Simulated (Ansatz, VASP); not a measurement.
# Re (dimer Re chain) in two plane-wave programs, part 2 of 2

Aim: how closely do two programs agree when they are given the same cell, functional and k mesh? The structure shown is the end of the Ansatz relaxation below.

VASP 6.6.1 and Ansatz 0.2.0.

So far. Step 4 (Differences): The forces differ by 523 meV/Å r.m.s., where the r.m.s. force is 0.000 eV/Å in Ansatz and 0.522 eV/Å in VASP: the atoms lie near their places of rest in Ansatz, so a percentage would say little (all taken over all components).

In doubt: warnings of the run leave room for a lower electronic state (step 6), so energies may not be the lowest and differences between runs may mislead.

## (8) Differences

What differs besides the data sets and the points named for the pairs above, as far as they apply: VASP starts from the moments at which Ansatz ended; the data sets hold 30 valence electrons in Ansatz (on its default PAW (the set named soft_2) files) and 14 in VASP; site moments are counted in spheres of each program's own size. Total energies have different zeros and are not compared.

The two programs side by side:

```csv
quantity,Ansatz,VASP,difference
pressure (GPa),-0.13,-0.71,+0.57
total moment (μB),0.54,0.56,-0.02
moment on Re1 (μB),0.13,0.23,-0.10
moment on Re2 (μB),0.13,0.23,-0.10
```

Forces (eV/Å; atoms numbered as in POSCAR):

```csv
atom,"Ansatz x, y, z","VASP x, y, z"
Re1,"0.000, 0.000, 0.003","0.000, 0.000, 0.956"
Re2,"0.000, 0.000, -0.003","0.000, 0.000, -0.956"
```

The forces differ by 550 meV/Å r.m.s., where the r.m.s. force is 0.002 eV/Å in Ansatz and 0.552 eV/Å in VASP: the atoms lie near their places of rest in Ansatz, so a percentage would say little (all taken over all components). The total moments and the pattern agree; the site moments differ because the programs count them in spheres of different size.

## (9) Ansatz: relaxation, LDA

This run makes the geometry at which the two programs are then compared. The cell compared in this pair holds 250.22 Å³, against 256.24 Å³ for the pair before.

The structure compared here is the end of the Ansatz relaxation.

The input, input.yaml:

```yaml
crystal:
  lattice:
    - [7.5, 0.0, 0.0]
    - [0.0, 7.5, 0.0]
    - [0.0, 0.0, 5.738]
  atoms:
    - { symbol: Re, position: [0.5, 0.5, 0.0], spin: 2.0 }
    - { symbol: Re, position: [0.5, 0.5, 0.45], spin: 2.0 }
magnetization:
  spin_polarized: true
kpoints:
  mp_grid: { grid: [1, 1, 14] }
scf:
  occupations: { method: fermi_dirac, width: 0.05 }
hamiltonian:
  xc: lda
relax:
  cell: { fix: [a, b, alpha, beta, gamma] }
  max_steps: 60
```

On the command line:

```bash
> ansatz run input.yaml --threads 4 --pin off --max-ram 8192MiB --backend cpu --events-out ev --progress --plain --runs-dir out
```

Numbers of over 12 decimals in the logs are rounded to 6 here.

Output:

```text
[...]
Crystal: 2 atoms, lattice volume = 322.763 Å³
Basis set: ecut = 420 eV, 6299 PW (Γ)
Bands: 21, of which v1, the nominal top of the filled ones, is band 15 counted from 1 (14 counted from 0)
Symmetry: 16 space group operations
[...]
k-points: 8 of 14
[...]
Starting moments: Σ|m| = 4 μB on 2 of 2 sites
[...]
0.000000       0.000000       0.010877
  P = ⅓ Tr σ = -0.1223 GPa (-1.223 kbar)
--- Relaxed structure (10 steps of the walk, 10 accepted, 1 SCFs on fresh bases) ---
[...]
cell:  # Å, volume = 250.2160 Å³
    - [7.5, 0.0, 0.0]
    - [0.0, 7.5, 0.0]
    - [0.0, 0.0, 4.448284]
  atoms:
    - { symbol: Re, position: [0.5, 0.5, -0.016240] }
    - { symbol: Re, position: [0.5, 0.5, 0.466240] }
[key lines of the parts left out:]
SCF converged after 8 iterations
Magnetization: 0.0000 μB (15.0000 up, 15.0000 down)
Free energy (F): -21203.394318 eV
Fermi energy:    -1.693635 eV
```

## (10) VASP: single point, LDA

The same cell, functional (in two slightly different forms), mesh and smearing now go to VASP, with its own data sets.

The input, INCAR:

```
SYSTEM = Re
PREC = Accurate
ENCUT = 600
EDIFF = 1E-06
NELM = 200
ISMEAR = -1
SIGMA = 0.05
LREAL = .FALSE.
ALGO = Normal
GGA = PW92
NBANDS = 14
ISPIN = 2
MAGMOM = 0 0
LASPH = .TRUE.
LMAXMIX = 4
LORBIT = 11
LWAVE = .FALSE.
LCHARG = .FALSE.
ISIF = 2
GGA_COMPAT = .FALSE.
KPAR = 2
```

The input, POSCAR:

```
Re
1.0
    7.5000000000      0.0000000000      0.0000000000
    0.0000000000      7.5000000000      0.0000000000
    0.0000000000      0.0000000000      4.4482836727
Re
2
Direct
    0.5000000000      0.5000000000      0.9837600196
    0.5000000000      0.5000000000      0.4662399804
```

The input, KPOINTS:

```
Automatic mesh
0
Gamma
1 1 14
0 0 0
```

Potentials, in the order of the species: Re (LDA family, release 64).

On the command line:

```bash
> mpirun -np 2 vasp_std
```

Output:

```text
[banner, memory and clock lines left out]
running    2 mpi-ranks, on    1 nodes
[...]
|                                                                             |
|               ----> ADVICE to this user running VASP <----                  |
|                                                                             |
|     You enforced a specific xc type in the INCAR file but a different       |
|     [... a line on the potential file left out ...]
|     I HOPE YOU KNOW WHAT YOU ARE DOING!                                     |
|                                                                             |

 LDA part: xc-table for (Slater(with rela. corr.)+PW92), standard interpolation
 POSCAR, INCAR and KPOINTS ok, starting setup
[...]
entering main loop
       N       E                     dE             d eps       ncg     rms          rms(c)
DAV:   1     0.850423091404E+02    0.85042E+02   -0.40619E+03   448   0.763E+02
DAV:   2     0.963301054579E+00   -0.84079E+02   -0.72455E+02   836   0.293E+02
DAV:   3    -0.158866928874E+02   -0.16850E+02   -0.15285E+02   824   0.806E+01
DAV:   4    -0.165560892412E+02   -0.66940E+00   -0.61167E+00   820   0.205E+01
[...]
DAV:  16    -0.159066144929E+02   -0.35025E-05   -0.35682E-07   464   0.380E-03    0.227E-03
DAV:  17    -0.159066163734E+02   -0.18805E-05   -0.47315E-07   460   0.664E-03    0.316E-03
DAV:  18    -0.159066163906E+02   -0.17136E-07   -0.14010E-07   458   0.682E-03
   1 F= -.15906616E+02 E0= -.15883647E+02  d E =-.459379E-01  mag=    -0.0001
```

Parts of OUTCAR (step 10):

```text
  Total       -0.3029020     -0.3029020     -3.1351533      0.0000000      0.0000000      0.0000000
  in kB       -1.9395354     -1.9395354    -20.0749449      0.0000000      0.0000000      0.0000000
  external PRESSURE =      -7.9846719 kB  Pullay stress =       0.0000000 kB

 POSITION                                       TOTAL-FORCE (eV/Angst)
 -----------------------------------------------------------------------------------
      3.75000      3.75000      4.37604         0.000000     -0.000000      0.721792
      3.75000      3.75000      2.07397         0.000000      0.000000     -0.721792
 -----------------------------------------------------------------------------------
    total drift:                                0.000000      0.000000     -0.000002

  FREE ENERGIE OF THE ION-ELECTRON SYSTEM (eV)
  ---------------------------------------------------
  free  energy   TOTEN  =       -15.9066163906 eV

  energy  without entropy=      -15.8606785178  energy(sigma->0) =      -15.88364745

 magnetization (x)
# of ion       s       p       d       tot
------------------------------------------
    1       -0.000  -0.000  -0.000  -0.000
    2       -0.000  -0.000  -0.000  -0.000
--------------------------------------------------
tot         -0.000  -0.000  -0.000  -0.000

[... 3 further parts left out ...]
[key lines of the parts left out:]
E-fermi :  -3.5468
```

## (11) Comparison

What differs besides the data sets and the points named for the pairs above, as far as they apply: the data sets hold 30 valence electrons in Ansatz (on its default PAW (the set named soft_2) files) and 14 in VASP; VASP's log shows a relativistic correction to its local exchange, Ansatz's none. Total energies have different zeros and are not compared.

Both answers:

```csv
quantity,Ansatz,VASP,difference
pressure (GPa),-0.12,-0.80,+0.68
```

Forces (eV/Å; atoms numbered as in POSCAR):

```csv
atom,"Ansatz x, y, z","VASP x, y, z"
Re1,"0.000, 0.000, -0.005","0.000, 0.000, 0.722"
Re2,"0.000, 0.000, 0.005","0.000, 0.000, -0.722"
```

The forces differ by 420 meV/Å r.m.s., where the r.m.s. force is 0.003 eV/Å in Ansatz and 0.417 eV/Å in VASP: the atoms lie near their places of rest in Ansatz, so a percentage would say little (all taken over all components).

## (12) Outcome

```json
{"r.m.s. force difference (single point, PBE, pair 1)": "100 % of the r.m.s. force", "difference in pressure (single point, PBE, pair 1)": "0.57 GPa", "r.m.s. force difference (single point, PBE, pair 2)": "100 % of the r.m.s. force", "difference in pressure (single point, PBE, pair 2)": "0.57 GPa", "r.m.s. force difference (single point, LDA)": "101 % of the r.m.s. force", "difference in pressure (single point, LDA)": "0.68 GPa"}
```

In words: The r.m.s. force difference is 101 % of the r.m.s. force (single point, LDA), beyond the 3 % picked in this series as the mark of a large difference. The data sets hold unlike numbers of valence electrons (30 in Ansatz and 14 in VASP), so part of the differences comes from the potentials. Single point, PBE, pair 1, VASP with the data sets Re_sv_GW and a cutoff of 500 eV: r.m.s. force difference goes from 523 to 62 meV/Å; the difference in pressure goes from 0.57 to 0.22 GPa. What causes the difference of the single point, PBE, pair 2 pair stays open here. What causes the difference of the single point, LDA pair stays open here. 4 further runs of this series are not shown here. Such differences can come from data sets, numerical settings and the points named under the comparisons, not from the functional's error against experiment.

[Lines on the potential files, build, host, timing and source positions are cut from VASP's logs without a mark.]

[Logs are printed without paths, hosts, clocks, repeated set-up lines and the standing remarks that a program may print on its own settings, such as how far it seeks lower states.]

[Hosts, paths, dates, database ids (printed as entryN), source tags and the programs' standing remarks are cut or masked in the printed files.]
